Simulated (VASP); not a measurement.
Consider the following.

```yaml
crystal:
  lattice:
    - [5.09967, 0.00000, 0.00000]
    - [0.00000, 5.09967, 0.00000]
    - [0.00000, 0.00000, 5.09967]
  atoms:
    - { symbol: Cd, position: [0.00000, 0.00000, 0.00000] }
    - { symbol: S, position: [0.27445, 0.27445, 0.27445] }
    - { symbol: S, position: [0.72555, 0.72555, 0.27445] }
    - { symbol: S, position: [0.72555, 0.27445, 0.72555] }
    - { symbol: S, position: [0.27445, 0.72555, 0.72555] }
    - { symbol: Be, position: [0.50000, 0.50000, 0.00000] }
    - { symbol: Be, position: [0.50000, 0.00000, 0.50000] }
    - { symbol: Be, position: [0.00000, 0.50000, 0.50000] }
```

Calculation: PBEsol GGA, VASP's PBE PAW potentials (set 64) (plane waves; VASP). Numerical set-up: 400 eV cut-off, Gaussian smearing of 0.050 eV, potentials Cd S Be.

Q: Estimate the band gap (along the path) with the smallest direct gap where there is one.

A: 
| Property | Value |
|---|---|
| band gap (along the path) | 3.08 eV |
| smallest direct gap (along the path) | 3.08 eV |

Total energies compare only between runs with the same potentials, cut-off and functional.

The structure was generated: Be3CdS4 was put into an ordered model structure (P-43m), which need not be its known phase. It was relaxed first.
